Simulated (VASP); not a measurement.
# GePt: Pt into a neighbouring Pt vacancy, part 4 of 4

Aim: the barrier for one hop in GePt: Pt into a neighbouring Pt vacancy. The start is a cell from a database of measured crystal structures.

VASP 6.6.1; PBEsol; plane waves and PAW (Pt, Ge).

So far. Step 3 (Relax the start): The run ended after 10 ionic steps, 0.552 eV below its first step, once the forces on the free atoms met EDIFFG = -0.05. Step 4 (Relax the end): The run ended after 10 ionic steps, 0.523 eV below its first step, once the forces on the free atoms met EDIFFG = -0.05.

**5. Nudged elastic band**

Images on a straight line between the ends relax across the path, while springs keep them spaced along it.

File INCAR:

```
SYSTEM = Ge16Pt15
PREC = Normal
ENCUT = 280
EDIFF = 1E-05
NELM = 120
ISMEAR = 1
SIGMA = 0.15
LREAL = Auto
ALGO = Fast
GGA = PS
NBANDS = 132
LASPH = .TRUE.
LWAVE = .FALSE.
LCHARG = .FALSE.
NCORE = 2
IMAGES = 3
SPRING = -5
IBRION = 1
POTIM = 0.3
NSW = 60
EDIFFG = -0.05
ISYM = 0
ISIF = 0
```

File POSCAR:

```
Ge16Pt15
1.0
   -5.7355789894      3.6971274384      6.1188819555
    5.7355789894     -3.6971274384      6.1188819555
    5.7355789894      3.6971274384     -6.1188819555
Pt Ge
15 16
Direct
    0.2776877887      0.4030001665      0.8750627575
    0.2754160654      0.9018114206      0.3762247701
    0.7764679626      0.4023184321      0.3754020818
    0.2740335043      0.4032743154      0.3713770820
    0.7815547781      0.9052951841      0.3745454604
    0.7819762469      0.4033118434      0.8792783563
    0.2803049145      0.9052071048      0.8732253910
    0.7245313722      0.6051937904      0.6306556905
    0.2183755507      0.0920797691      0.6235000619
    0.2208205064      0.5973522588      0.1266228758
    0.7251108831      0.0947920527      0.1193472045
    0.2239562044      0.0973652203      0.1289669596
    0.7123297179      0.5915676821      0.1198069181
    0.7183018261      0.0972508377      0.6233215551
    0.2211111713      0.5914499127      0.6286836874
    0.5917974617      0.6323651080      0.7902639870
    0.0801476465      0.1132579242      0.7827823296
    0.0765351501      0.6100121863      0.2830684114
    0.5828346259      0.1126165764      0.2796503188
    0.5815687767      0.8023131671      0.4742887278
    0.0821425317      0.2968644561      0.4674526727
    0.0780732389      0.8023898561      0.9709384290
    0.5794005811      0.2968768952      0.9645543634
    0.4175536892      0.2022613703      0.5345242265
    0.9210674459      0.7013853567      0.5296407164
    0.9101298797      0.1766350888      0.0165005758
    0.4165107318      0.7025804258      0.0357741674
    0.4195984494      0.3889159492      0.2202695598
    0.9053773314      0.8860199640      0.1972536952
    0.9183566746      0.3887893564      0.7190150384
    0.4384711735      0.8857397676      0.7302378761
```

File KPOINTS:

```
Automatic mesh
0
Gamma
3 3 3
0 0 0
```

File 00/POSCAR:

```
Ge16Pt15
1.0
   -5.7355789894      3.6971274384      6.1188819555
    5.7355789894     -3.6971274384      6.1188819555
    5.7355789894      3.6971274384     -6.1188819555
Pt Ge
15 16
Direct
    0.2776877887      0.4030001665      0.8750627575
    0.2754160654      0.9018114206      0.3762247701
    0.7764679626      0.4023184321      0.3754020818
    0.2740335043      0.4032743154      0.3713770820
    0.7815547781      0.9052951841      0.3745454604
    0.7819762469      0.4033118434      0.8792783563
    0.2803049145      0.9052071048      0.8732253910
    0.7245313722      0.6051937904      0.6306556905
    0.2183755507      0.0920797691      0.6235000619
    0.2208205064      0.5973522588      0.1266228758
    0.7251108831      0.0947920527      0.1193472045
    0.2239562044      0.0973652203      0.1289669596
    0.7123297179      0.5915676821      0.1198069181
    0.7183018261      0.0972508377      0.6233215551
    0.2211111713      0.5914499127      0.6286836874
    0.5917974617      0.6323651080      0.7902639870
    0.0801476465      0.1132579242      0.7827823296
    0.0765351501      0.6100121863      0.2830684114
    0.5828346259      0.1126165764      0.2796503188
    0.5815687767      0.8023131671      0.4742887278
    0.0821425317      0.2968644561      0.4674526727
    0.0780732389      0.8023898561      0.9709384290
    0.5794005811      0.2968768952      0.9645543634
    0.4175536892      0.2022613703      0.5345242265
    0.9210674459      0.7013853567      0.5296407164
    0.9101298797      0.1766350888      0.0165005758
    0.4165107318      0.7025804258      0.0357741674
    0.4195984494      0.3889159492      0.2202695598
    0.9053773314      0.8860199640      0.1972536952
    0.9183566746      0.3887893564      0.7190150384
    0.4384711735      0.8857397676      0.7302378761
```

File 01/POSCAR:

```
Ge16Pt15
1.0
   -5.7355789894      3.6971274384      6.1188819555
    5.7355789894     -3.6971274384      6.1188819555
    5.7355789894      3.6971274384     -6.1188819555
Pt Ge
15 16
Direct
    0.2779395292      0.4035798766      0.8754656368
    0.2766004844      0.9024123920      0.3755008563
    0.7760976733      0.4031152276      0.3768505526
    0.2743161998      0.4035017083      0.3718570947
    0.7830278654      0.9056678643      0.3759837922
    0.7818020259      0.4035439634      0.8793639188
    0.2799133788      0.9057083111      0.8727344368
    0.7368298007      0.6771916907      0.6904268478
    0.2192870083      0.0932038480      0.6240582880
    0.2215486378      0.5980671164      0.1266260592
    0.7246336612      0.0956538688      0.1210899061
    0.2227601230      0.0960442229      0.1280165365
    0.7135134310      0.5928463796      0.1202137314
    0.7180687172      0.0959999978      0.6234476047
    0.2222539992      0.5927822222      0.6290091412
    0.5911212138      0.6255384341      0.7842886452
    0.0808215253      0.1146447740      0.7837116931
    0.0777666764      0.6115364499      0.2835637764
    0.5818419843      0.1115249529      0.2799758508
    0.5845657848      0.7995693291      0.4759253874
    0.0816841016      0.2976857629      0.4680965466
    0.0735609331      0.7995251115      0.9649017628
    0.5798018875      0.2976708707      0.9661118684
    0.4179211894      0.2021585580      0.5341510933
    0.9177513564      0.7004917670      0.5327613839
    0.9117587927      0.1813844620      0.0198444882
    0.4181155508      0.7034350104      0.0353935180
    0.4200392339      0.3897849462      0.2213086453
    0.9089018732      0.8856135586      0.2023352935
    0.9183106789      0.3896502530      0.7196696919
    0.4330727239      0.8853769384      0.7263785442
```

File 02/POSCAR:

```
Ge16Pt15
1.0
   -5.7355789894      3.6971274384      6.1188819555
    5.7355789894     -3.6971274384      6.1188819555
    5.7355789894      3.6971274384     -6.1188819555
Pt Ge
15 16
Direct
    0.2781912697      0.4041595867      0.8758685162
    0.2777849034      0.9030133633      0.3747769425
    0.7757273840      0.4039120230      0.3782990233
    0.2745988952      0.4037291012      0.3723371075
    0.7845009526      0.9060405445      0.3774221240
    0.7816278049      0.4037760834      0.8794494812
    0.2795218432      0.9062095174      0.8722434826
    0.7491282292      0.7491895910      0.7501980052
    0.2201984659      0.0943279270      0.6246165141
    0.2222767691      0.5987819740      0.1266292426
    0.7241564394      0.0965156850      0.1228326077
    0.2215640417      0.0947232254      0.1270661134
    0.7146971442      0.5941250772      0.1206205447
    0.7178356084      0.0947491578      0.6235736543
    0.2233968270      0.5941145317      0.6293345950
    0.5904449659      0.6187117602      0.7783133035
    0.0814954042      0.1160316238      0.7846410566
    0.0789982026      0.6130607135      0.2840591415
    0.5808493428      0.1104333294      0.2803013828
    0.5875627928      0.7968254912      0.4775620470
    0.0812256716      0.2985070697      0.4687404204
    0.0690486274      0.7966603669      0.9588650966
    0.5802031940      0.2984648463      0.9676693734
    0.4182886897      0.2020557456      0.5337779602
    0.9144352668      0.6995981774      0.5358820514
    0.9133877057      0.1861338352      0.0231884007
    0.4197203699      0.7042895950      0.0350128686
    0.4204800183      0.3906539433      0.2223477308
    0.9124264151      0.8852071532      0.2074168918
    0.9182646832      0.3905111496      0.7203243454
    0.4276742742      0.8850141091      0.7225192123
```

File 03/POSCAR:

```
Ge16Pt15
1.0
   -5.7355789894      3.6971274384      6.1188819555
    5.7355789894     -3.6971274384      6.1188819555
    5.7355789894      3.6971274384     -6.1188819555
Pt Ge
15 16
Direct
    0.2784430102      0.4047392969      0.8762713955
    0.2789693224      0.9036143346      0.3740530287
    0.7753570946      0.4047088185      0.3797474940
    0.2748815906      0.4039564941      0.3728171202
    0.7859740399      0.9064132247      0.3788604559
    0.7814535839      0.4040082033      0.8795350436
    0.2791303075      0.9067107238      0.8717525284
    0.7614266577      0.8211874914      0.8099691626
    0.2211099235      0.0954520060      0.6251747402
    0.2230049004      0.5994968316      0.1266324259
    0.7236792175      0.0973775012      0.1245753093
    0.2203679604      0.0934022280      0.1261156903
    0.7158808574      0.5954037748      0.1210273580
    0.7176024996      0.0934983179      0.6236997039
    0.2245396548      0.5954468411      0.6296600487
    0.5897687180      0.6118850863      0.7723379618
    0.0821692830      0.1174184735      0.7855704201
    0.0802297288      0.6145849772      0.2845545066
    0.5798567012      0.1093417059      0.2806269149
    0.5905598008      0.7940816532      0.4791987066
    0.0807672415      0.2993283766      0.4693842942
    0.0645363216      0.7937956223      0.9528284305
    0.5806045004      0.2992588218      0.9692268785
    0.4186561900      0.2019529333      0.5334048270
    0.9111191772      0.6987045878      0.5390027189
    0.9150166187      0.1908832083      0.0265323132
    0.4213251890      0.7051441797      0.0346322191
    0.4209208028      0.3915229404      0.2233868163
    0.9159509570      0.8848007477      0.2124984901
    0.9182186874      0.3913720462      0.7209789989
    0.4222758246      0.8846512798      0.7186598805
```

File 04/POSCAR:

```
Ge16Pt15
1.0
   -5.7355789894      3.6971274384      6.1188819555
    5.7355789894     -3.6971274384      6.1188819555
    5.7355789894      3.6971274384     -6.1188819555
Pt Ge
15 16
Direct
    0.2786947507      0.4053190070      0.8766742748
    0.2801537414      0.9042153060      0.3733291149
    0.7749868053      0.4055056140      0.3811959648
    0.2751642861      0.4041838870      0.3732971329
    0.7874471272      0.9067859049      0.3802987877
    0.7812793629      0.4042403233      0.8796206061
    0.2787387718      0.9072119301      0.8712615742
    0.7737250862      0.8931853917      0.8697403199
    0.2220213811      0.0965760849      0.6257329663
    0.2237330318      0.6002116892      0.1266356093
    0.7232019956      0.0982393173      0.1263180109
    0.2191718790      0.0920812306      0.1251652672
    0.7170645705      0.5966824723      0.1214341713
    0.7173693907      0.0922474780      0.6238257535
    0.2256824827      0.5967791506      0.6299855025
    0.5890924701      0.6050584124      0.7663626200
    0.0828431618      0.1188053233      0.7864997836
    0.0814612551      0.6161092408      0.2850498716
    0.5788640596      0.1082500824      0.2809524469
    0.5935568089      0.7913378152      0.4808353662
    0.0803088115      0.3001496834      0.4700281681
    0.0600240159      0.7909308777      0.9467917643
    0.5810058068      0.3000527973      0.9707843835
    0.4190236902      0.2018501210      0.5330316938
    0.9078030877      0.6978109981      0.5421233864
    0.9166455317      0.1956325815      0.0298762256
    0.4229300080      0.7059987643      0.0342515697
    0.4213615872      0.3923919374      0.2244259018
    0.9194754988      0.8843943423      0.2175800884
    0.9181726917      0.3922329428      0.7216336524
    0.4168773750      0.8842884506      0.7148005486
```

Potentials, in the order of the species: Pt and Ge (PBE family, release 64).

On the command line:

```
mpirun -np 6 vasp_std
```

The program printed:

```text
[banner, memory and clock lines left out]
running    6 mpi-ranks, on    1 nodes
 each image running on    2 cores
[...]
01/POSCAR found :  2 types and      31 ions
 [... a notice as in an earlier step ...]

 LDA part: xc-table for (Slater+PW92), standard interpolation
[...]
00/POSCAR found :  2 types and      31 ions
[...]
04/POSCAR found :  2 types and      31 ions
 POSCAR, INCAR and KPOINTS ok, starting setup
[...]
entering main loop
       N       E                     dE             d eps       ncg     rms          rms(c)
DAV:   1     0.745269023645E+03    0.74527E+03   -0.67284E+04  3696   0.890E+02
DAV:   2    -0.151871154395E+03   -0.89714E+03   -0.85120E+03  4208   0.215E+02
DAV:   3    -0.202665874292E+03   -0.50795E+02   -0.49162E+02  4336   0.460E+01
DAV:   4    -0.204003403867E+03   -0.13375E+01   -0.13242E+01  4352   0.722E+00
[...]
RMM:  13    -0.195643661663E+03   -0.37951E-04   -0.55338E-04  3910   0.438E-02    0.293E-02
RMM:  14    -0.195643668828E+03   -0.71644E-05   -0.13525E-04  3695   0.208E-02    0.111E-02
RMM:  15    -0.195643668450E+03    0.37828E-06   -0.24982E-05  2409   0.969E-03
   1 F= -.19564367E+03 E0= -.19564580E+03  d E =-.195644E+03
[... from here on, the cycles between the ionic steps are left out ...]
   2 F= -.19695683E+03 E0= -.19695742E+03  d E =-.131316E+01
   6 F= -.19741613E+03 E0= -.19741806E+03  d E =-.403197E-01
  11 F= -.19754449E+03 E0= -.19754774E+03  d E =-.223517E-01
  16 F= -.19762757E+03 E0= -.19763242E+03  d E =-.180141E-01
  21 F= -.19765083E+03 E0= -.19765580E+03  d E =0.289137E-02
  26 F= -.19766997E+03 E0= -.19767503E+03  d E =-.330813E-02
  31 F= -.19766908E+03 E0= -.19767414E+03  d E =0.205835E-02
  36 F= -.19767849E+03 E0= -.19768358E+03  d E =-.990294E-03
  41 F= -.19765892E+03 E0= -.19766393E+03  d E =0.706296E-02
  46 F= -.19764048E+03 E0= -.19764530E+03  d E =0.317635E-02
  51 F= -.19764976E+03 E0= -.19765457E+03  d E =-.224673E-02
  56 F= -.19766781E+03 E0= -.19767283E+03  d E =-.438401E-02
  59 F= -.19767173E+03 E0= -.19767681E+03  d E =-.125914E-02
  60 F= -.19767184E+03 E0= -.19767693E+03  d E =-.111569E-03
 BRION: g(F)=  0.383E-02 g(S)=  0.000E+00 retain N=  5 mean eig= 2.89
 eig:   4.696  4.696  2.204  2.204  0.628
```

Wall time 74 min (6 MPI ranks of Intel Xeon Platinum 8259CL at 2.50GHz (Skylake/Cascade Lake), shared host); peak memory 1.6 GiB.

From OUTCAR (step 5):

```text
  tangential force (eV/A)        -1.638642
  left and right image   1.134451  1.144686 A

  tangential force (eV/A)        -1.636404
  left and right image   1.139538  1.150387 A

 k-point     1 :       0.0000    0.0000    0.0000
  band No.  band energies     occupation
    ...
    102       6.8800      2.00000
    103       6.9905      2.00000
    104       7.1098      2.00000
    105       7.1458      2.00000
    106       8.0044      1.76578
    107       8.2139     -0.01295
    108       8.5752     -0.00004
    109       8.6217     -0.00000
    110       8.7277     -0.00000
    111       8.8036     -0.00000
    ...

 POSITION                                       TOTAL-FORCE (eV/Angst)
 -----------------------------------------------------------------------------------
      5.86178      2.78080     -1.17903         0.048100     -0.007745      0.018787
      5.89424     -0.92359      4.95625        -0.007641      0.004509     -0.067579
      0.24052      2.77771      4.98316        -0.078858     -0.002181      0.005750
      2.98987      0.80437      1.86171         0.018051      0.123040      0.060049
      2.98153      0.92887      8.09314         0.080310     -0.003124     -0.043127
      2.98813      4.74634      1.86265         0.024943     -0.116361      0.056989
      8.71284      0.92997      1.97437         0.088063     -0.003057     -0.042538
      3.50331      2.77093      4.40117        -1.346055      0.009450     -0.271925
      2.98565      2.77701     -1.88947         0.044843     -0.002395     -0.000056
      2.99865     -0.92403      4.29462         0.067126      0.004726     -0.012027
     -2.97402      2.77654      4.26535         0.090214      0.000905      0.063035
      0.18704      1.01112      1.29114        -0.039589     -0.040705     -0.053007
      0.10521      0.92968      7.22021         0.034966     -0.032507      0.040606
      0.18740      4.53951      1.29299        -0.040046      0.041726     -0.059748
[...]
-----------------------------------------------------------------------------------
    total drift:                               -0.034955     -0.023332     -0.060080

  FREE ENERGIE OF THE ION-ELECTRON SYSTEM (eV)
  ---------------------------------------------------
  free  energy   TOTEN  =      -197.6718370911 eV

  energy  without entropy=     -197.6871079339  energy(sigma->0) =     -197.67692737

  tangential force (eV/A)        -1.636332
  left and right image   1.139982  1.150903 A

[... 5 parts as in an earlier step ...]

[... 10 further parts left out ...]
[key lines of the parts left out:]
E-fermi :   8.0830
```

The band used up its steps before its forces met the threshold, so no barrier is taken from it.

**6. Outcome**

```json
{"result": "none"}
```

What this shows: The session ends without its result: «nudged elastic band» used up its steps.

[Lines on the potential files, build, host, timing and source positions are cut from VASP's logs without a mark.]

[Logs are printed without paths, hosts, clocks, repeated set-up lines and the standing remarks that a program may print on its own settings, such as how far it seeks lower states.]

[Hosts, paths, dates, database ids (printed as entryN), source tags and the programs' standing remarks are cut or masked in the printed files.]

[Runs that stopped without an error message from VASP are left out.]
